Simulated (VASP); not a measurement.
## Pt: relaxation of cell and atoms with PBEsol

Crystal: Pt.

```
Pt
1.0
     0.00000    1.97158    1.97158
     1.97158    0.00000    1.97158
     1.97158    1.97158    0.00000
Pt
1
Direct
  0.00000 0.00000 0.00000
```

```json
{"Program": "VASP 6.6.1", "Task": "relaxation of cell and atoms", "Functional": "PBEsol", "Potentials or basis": "VASP PAW PBE potentials, release 64 (Pt)", "Cutoff": "580 eV", "k mesh": "18 × 18 × 18", "Occupations": "gaussian, width 0.1 eV", "Spin": "no spin polarisation", "Further INCAR settings": "ALGO = Normal; EDIFF = 1e-07; IBRION = 2; EDIFFG = -0.005; NSW = 90; ISIF = 3"}
```

- Relaxed volume: 15.02 Å³/atom
- Relaxed cell: a = 2.769 Å, b = 2.769 Å, c = 2.769 Å, α = 60.00°, β = 60.00°, γ = 60.00°
- Space group after relaxing (to 0.05 Å): Fm-3m (No. 225)
- Energy gained by relaxing: 5.5 meV/atom
- Ionic steps: 4
- Pressure after relaxing: 0.0 GPa
- Band gap on the k mesh: none (metal or under the smearing width)

The path:
```tsv
step	energy change (eV)	largest force (eV/Å)	pressure (GPa)	volume (Å³)
1	0.0000	0.0000	-5.58	15.33
2	0.0431	0.0000	19.62	14.17
3	-0.0055	0.0000	-0.13	15.03
4	-0.0055	0.0000	-0.01	15.02
```

Final structure:
```cif
data_structure
_symmetry_space_group_name_H-M 'P 1'
_symmetry_Int_Tables_number 1
_cell_length_a 2.7694
_cell_length_b 2.7694
_cell_length_c 2.7694
_cell_angle_alpha 60.000
_cell_angle_beta 60.000
_cell_angle_gamma 60.000
_cell_volume 15.02
loop_
_atom_site_label
_atom_site_type_symbol
_atom_site_fract_x
_atom_site_fract_y
_atom_site_fract_z
_atom_site_occupancy
Pt1 Pt 0.00000 0.00000 0.00000 1
```

Levels at points of the mesh, in eV from the Fermi level:
```tsv
k point	band 1	band 2	band 3	band 4	band 5	band 6	band 7	band 8	band 9
(0.00, 0.00, 0.00)	-10.34	-3.83	-3.83	-3.83	-1.64	-1.64	14.61	19.59	19.59
(0.50, 0.00, 0.00)	-7.42	-3.89	-3.89	-0.57	0.04	0.04	5.83	14.17	18.97
(0.50, 0.50, 0.00)	-7.16	-6.69	0.02	0.49	0.49	1.70	8.87	11.35	11.35
```

Wall time 32 s on 1 thread of Intel(R) Xeon(R) Platinum 8488C (Sapphire Rapids), on a shared host, peak memory 0.18 GiB.

Caveat: the PAW data sets were made with another functional, which shifts forces and pressure a little. Spin-orbit coupling is left out, which matters for the levels of Pt.
